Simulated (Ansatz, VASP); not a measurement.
# Cross-check of Ti2COF (Ti2COF MXene monolayer) between VASP and Ansatz, part 2 of 2

One calculation is typed for both programs; each brings its own data sets. How far apart do they land? The structure shown is the start of the Ansatz relaxation below; VASP solves that cell, so the two are compared at the walk's first step.

VASP 6.6.1 and Ansatz 0.2.0.

So far: The structure; Ansatz: relaxation, PBE.

## Step 3: VASP: single point, PBE, start cell

Level of this step: PBE, zero-moment start; plane waves and PAW (F, Ti_sv, C, O) (VASP).

The same cell, functional, mesh and smearing now go to VASP, with its own data sets.

Lines of VASP's logs that name or quote its potential files are left out, and so is its time.

The input, INCAR:

```
SYSTEM = Ti2COF
PREC = Accurate
ENCUT = 520
EDIFF = 1E-06
NELM = 200
ISMEAR = -1
SIGMA = 0.05
LREAL = .FALSE.
ALGO = Normal
GGA = PE
NBANDS = 29
ISPIN = 2
MAGMOM = 0 0 0 -0 0
LASPH = .TRUE.
LMAXMIX = 4
LORBIT = 11
LWAVE = .FALSE.
LCHARG = .FALSE.
ISIF = 2
LDIPOL = .TRUE.
IDIPOL = 3
DIPOL = 0.5 0.5 0.28
LVHAR = .TRUE.
GGA_COMPAT = .FALSE.
NELMDL = -8
KPAR = 2
```

The input, POSCAR:

```
Ti2COF
1.0
    3.1002400000      0.0000000000      0.0000000000
   -1.5501200000      2.6848870000      0.0000000000
    0.0000000000      0.0000000000     32.7185610000
F Ti C O
1 2 1 1
Direct
    0.3333332092      0.6666664184      0.2139458395
    0.6666666046      0.3333332092      0.2418956628
    0.3333332092      0.6666664184      0.3166711091
    0.0000000000      0.0000000000      0.2792833707
    0.6666666046      0.3333332092      0.3502379276
```

The input, KPOINTS:

```
Automatic mesh
0
Gamma
12 12 1
0 0 0
```

Potentials, in the order of the species: F, Ti_sv, C and O (PBE family, release 64).

Run with:

```console
> mpirun -np 2 vasp_std
```

Numbers of over 12 decimals in the logs are rounded to 6 here.

The program printed:

```text
[banner, memory and clock lines left out]
running    2 mpi-ranks, on    1 nodes
 distrk:  each k-point on    1 cores,    2 groups
 distr:  one band on    1 cores,    1 groups

 POSCAR found type information on POSCAR F TiC O
 POSCAR found :  4 types and       5 ions
 LDA part: xc-table for (Slater+PW92), standard interpolation
 POSCAR, INCAR and KPOINTS ok, starting setup
 FFT: planning ... GRIDC
 FFT: planning ... GRID_SOFT
 FFT: planning ... GRID
 WAVECAR not read
 entering main loop
       N       E                     dE             d eps       ncg     rms          rms(c)
DAV:   1     0.462242081456E+03    0.46224E+03   -0.20163E+04  2588   0.120E+03
DAV:   2     0.207380460253E+02   -0.44150E+03   -0.43030E+03  2712   0.368E+02
DAV:   3    -0.481608099302E+02   -0.68899E+02   -0.68191E+02  3271   0.144E+02
DAV:   4    -0.541178385525E+02   -0.59570E+01   -0.59410E+01  3416   0.393E+01
DAV:   5    -0.545478841576E+02   -0.43005E+00   -0.42999E+00  3172   0.796E+00
DAV:   6    -0.545599836218E+02   -0.12099E-01   -0.12099E-01  3405   0.168E+00
DAV:   7    -0.545604000383E+02   -0.41642E-03   -0.41642E-03  3231   0.226E-01
DAV:   8    -0.545604061837E+02   -0.61454E-05   -0.61455E-05  3402   0.356E-02    0.257E+01
DAV:   9    -0.450577493213E+02    0.95027E+01   -0.11365E+02  3054   0.827E+01    0.215E+01
DAV:  10    -0.475921892198E+02   -0.25344E+01   -0.17636E+02  3389   0.675E+01    0.128E+01
DAV:  11    -0.428043566676E+02    0.47878E+01   -0.24542E+01  3102   0.281E+01    0.897E+00
DAV:  12    -0.413728547863E+02    0.14315E+01   -0.43410E+00  3134   0.157E+01    0.322E+00
DAV:  13    -0.413532029785E+02    0.19652E-01   -0.38989E+00  3394   0.146E+01    0.374E+00
DAV:  14    -0.411993595242E+02    0.15384E+00   -0.10940E+00  3093   0.638E+00    0.122E+00
[...]
DAV:  25    -0.411780832137E+02   -0.63437E-04   -0.66166E-06  2403   0.138E-02    0.417E-03
DAV:  26    -0.411781453816E+02   -0.62168E-04   -0.93477E-06  2387   0.144E-02    0.340E-03
DAV:  27    -0.411781782821E+02   -0.32901E-04   -0.25783E-06  2278   0.795E-03    0.105E-03
DAV:  28    -0.411781998460E+02   -0.21564E-04   -0.20847E-06  2294   0.525E-03    0.192E-03
DAV:  29    -0.411782077951E+02   -0.79492E-05   -0.65659E-07  2182   0.409E-03    0.406E-04
DAV:  30    -0.411782101555E+02   -0.23604E-05   -0.10971E-07  1998   0.146E-03    0.350E-04
DAV:  31    -0.411782127637E+02   -0.26081E-05   -0.18942E-07  2049   0.110E-03    0.325E-04
DAV:  32    -0.411782134720E+02   -0.70832E-06   -0.55934E-08  1934   0.905E-04
   1 F= -.41178213E+02 E0= -.41165893E+02  d E =-.246415E-01  mag=    -0.0002
```

From OUTCAR (step 3):

```text
ion  position               nearest neighbor table
   1  0.333  0.667  0.214-   2 2.01   2 2.01   2 2.01
   2  0.667  0.333  0.242-   1 2.01   1 2.01   1 2.01   4 2.17   4 2.17   4 2.17
   3  0.333  0.667  0.317-   5 2.10   5 2.10   5 2.10   4 2.17   4 2.17   4 2.17
   4  0.000  0.000  0.279-   2 2.17   2 2.17   3 2.17   2 2.17   3 2.17   3 2.17
   5  0.667  0.333  0.350-   3 2.10   3 2.10   3 2.10

  LATTYP: Found a hexagonal cell.
 ALAT       =     3.1002400000
 C/A-ratio  =    10.5535574665

 Subroutine GETGRP returns: Found  6 space group operations
 (whereof  6 operations were pure point group operations)

The static configuration has the point symmetry C_3v.

 Found     19 irreducible k-points:

   k-points           NKPTS =     19   k-points in BZ     NKDIM =     19   number of bands    NBANDS=     29

   dimension x,y,z NGX =    24 NGY =   24 NGZ =  250
   dimension x,y,z NGXF=    48 NGYF=   48 NGZF=  500

   ENCUT  =  520.0 eV  38.22 Ry    6.18 a.u.   5.76  5.76 60.83*2*pi/ulx,y,z

   NELECT =      41.0000    total number of electrons

 k-points in reciprocal lattice and weights: Automatic mesh
   0.00000000  0.00000000  0.00000000       0.007
   0.08333333 -0.00000000  0.00000000       0.042
   0.16666667  0.00000000  0.00000000       0.042
   0.25000000  0.00000000  0.00000000       0.042
   0.33333333  0.00000000  0.00000000       0.042
   0.41666667  0.00000000  0.00000000       0.042
   0.50000000  0.00000000  0.00000000       0.021
   0.08333333  0.08333333  0.00000000       0.042
   0.16666667  0.08333333  0.00000000       0.083
[...]
0.33333333  0.25000000  0.00000000       0.083
   0.33333333  0.33333333  0.00000000       0.014

 dipolmoment           0.000000      0.000000      0.239596 electrons x Angstroem

 average (electrostatic) potential at core
       1 -85.7360       2 -84.3231       3 -83.9094       4 -56.5324       5 -77.1115

 E-fermi :  -2.3048

 spin component 1
 k-point     1 :       0.0000    0.0000    0.0000
  band No.  band energies     occupation
    ...
     16      -5.7465      1.00000
     17      -5.7465      1.00000
     18      -4.0613      1.00000
     19      -3.4708      1.00000
     20      -3.4708      1.00000
     21      -2.2331      0.19263
     22      -2.2331      0.19262
     23      -1.6242      0.00000
     24      -1.0323      0.00000
     25      -0.8035      0.00000
    ...

 k-point     2 :       0.0833   -0.0000    0.0000
  band No.  band energies     occupation
    ...
     16      -5.8773      1.00000
     17      -5.7104      1.00000
     18      -4.1602      1.00000
     19      -3.7114      1.00000
     20      -3.6709      1.00000
     21      -2.1939      0.09817
     22      -2.0355      0.00456
     23      -1.5085      0.00000
     24      -1.1072      0.00000
     25      -0.7613      0.00000
    ...

 k-point     3 :       0.1667    0.0000    0.0000
  band No.  band energies     occupation
    ...
     17      -5.6212      1.00000
     18      -4.8083      1.00000
     19      -4.0198      1.00000
     20      -3.8332      1.00000
     21      -2.3098      0.52502
     22      -1.6957      0.00001
     23      -1.2832      0.00000
     24      -1.0406      0.00000
     25      -0.6066      0.00000
     26      -0.4460      0.00000
    ...

 k-point     4 :       0.2500    0.0000    0.0000
  band No.  band energies     occupation
    ...
     17      -5.5341      1.00000
     18      -5.3477      1.00000
     19      -4.2841      1.00000
     20      -4.1141      1.00000
     21      -2.5167      0.98577
     22      -1.3886      0.00000
     23      -1.0382      0.00000
     24      -0.8804      0.00000
     25      -0.3713      0.00000
     26      -0.0566      0.00000
    ...

 k-point     5 :       0.3333    0.0000    0.0000
  band No.  band energies     occupation
    ...
     17      -5.5110      1.00000
     18      -5.3881      1.00000
     19      -4.4608      1.00000
     20      -4.3841      1.00000
     21      -2.6936      0.99958
     22      -1.1108      0.00000
     23      -0.9786      0.00000
     24      -0.7209      0.00000
     25      -0.1712      0.00000
     26       0.2309      0.00000
    ...

 k-point     6 :       0.4167    0.0000    0.0000
  band No.  band energies     occupation
    ...
     17      -5.5409      1.00000
     18      -5.3166      1.00000
     19      -4.6811      1.00000
     20      -4.3671      1.00000
     21      -2.7923      0.99994
     22      -1.0261      0.00000
     23      -0.9017      0.00000
     24      -0.6703      0.00000
     25      -0.0284      0.00000
     26       0.3509      0.00000
    ...

  Total       -1.5543191     -1.5543195      0.7410731     -0.0000000      0.0000000      0.0000000
  in kB       -9.1439794     -9.1439821      4.3596949     -0.0000000      0.0000000      0.0000000
  external PRESSURE =      -4.6427555 kB  Pullay stress =       0.0000000 kB

  energy-cutoff  :      520.00
  volume of cell :      272.34
      direct lattice vectors                 reciprocal lattice vectors
     3.100240000  0.000000000  0.000000000     0.322555673  0.186227577  0.000000000
    -1.550120000  2.684887000  0.000000000     0.000000000  0.372455154  0.000000000
     0.000000000  0.000000000 32.718561000     0.000000000  0.000000000  0.030563691

 POSITION                                       TOTAL-FORCE (eV/Angst)
 -----------------------------------------------------------------------------------
      0.00000      1.78992      7.00000        -0.000000     -0.000000     -3.680756
      1.55012      0.89496      7.91448         0.000000      0.000000      4.273760
      0.00000      1.78992     10.36102        -0.000000      0.000000      3.074563
      0.00000      0.00000      9.13775         0.000000      0.000000     -1.257017
      1.55012      0.89496     11.45928         0.000000      0.000000     -2.410549
 -----------------------------------------------------------------------------------
    total drift:                                0.000000      0.003268     -0.000130

  FREE ENERGIE OF THE ION-ELECTRON SYSTEM (eV)
  ---------------------------------------------------
  free  energy   TOTEN  =       -41.1782134720 eV

  energy  without entropy=      -41.1535719322  energy(sigma->0) =      -41.16589270

 vacuum level on the upper side and lower side of the slab         5.090        -0.118

 total charge
# of ion       s       p       d       tot
------------------------------------------
    1        1.741   4.413   0.000   6.153
    2        2.180   6.191   1.975  10.346
    3        2.187   6.220   1.778  10.185
    4        0.887   1.529   0.000   2.416
    5        1.579   3.341   0.000   4.920
--------------------------------------------------
tot          8.574  21.694   3.753  34.021

 magnetization (x)
# of ion       s       p       d       tot
------------------------------------------
    1        0.000  -0.000   0.000  -0.000
    2       -0.000  -0.000  -0.000  -0.000
    3        0.000   0.000  -0.000  -0.000
    4        0.000   0.000   0.000   0.000
    5        0.000  -0.000   0.000  -0.000
--------------------------------------------------
tot         -0.000  -0.000  -0.000  -0.000

[... 6 further parts left out ...]
```

This run allows spin, but its moments start at zero, where symmetry between the spins tends to hold them, although Ti can carry a moment. Its electron count is odd, so without a moment it is a metal by construction.

## Step 4: Comparison

Known differences besides the potentials themselves: Ansatz cuts the interaction across the vacuum, VASP repeats the sheet with a dipole correction; the cutoff is 420 eV in Ansatz and 520 eV in VASP. Total energies have different zeros and are not compared.

Forces (eV/Å; atoms numbered as in POSCAR):

```csv
atom,"Ansatz x, y, z","VASP x, y, z"
F1,"0.000, 0.000, -3.633","0.000, 0.000, -3.681"
Ti2,"0.000, 0.000, 4.246","0.000, 0.000, 4.274"
Ti3,"0.000, 0.000, 3.093","0.000, 0.000, 3.075"
C4,"0.000, 0.000, -1.254","0.000, 0.000, -1.257"
O5,"0.000, 0.000, -2.452","0.000, 0.000, -2.411"
```

The forces differ by 19 meV/Å r.m.s., which is 1.0 % of the r.m.s. force of 1.801 eV/Å (both taken over all components). Moments aren't recorded for both runs of this pair, so they may hold unlike magnetic states. With vacuum in the cell, a pressure given here is an average over mostly empty space and none of the material.

## Step 5: Summary of results

```json
{
  "r.m.s. force difference (single point, PBE, start cell)": "1.0 % of the r.m.s. force"
}
```

What this shows: The r.m.s. force difference is 1.0 % of the r.m.s. force (single point, PBE, start cell), within the 3 % picked in this series as the mark of a large difference. 1 further run of this series is not shown here. Such differences can come from data sets, numerical settings and the points named under the comparisons, not from the functional's error against experiment.

[Lines on the potential files, build, host, timing and source positions are cut from VASP's logs without a mark.]

[Logs are printed without paths, hosts, clocks, repeated set-up lines and the standing remarks that a program may print on its own settings, such as how far it seeks lower states.]

[Hosts, paths, dates, database ids (printed as entryN), source tags and the programs' standing remarks are cut or masked in the printed files.]
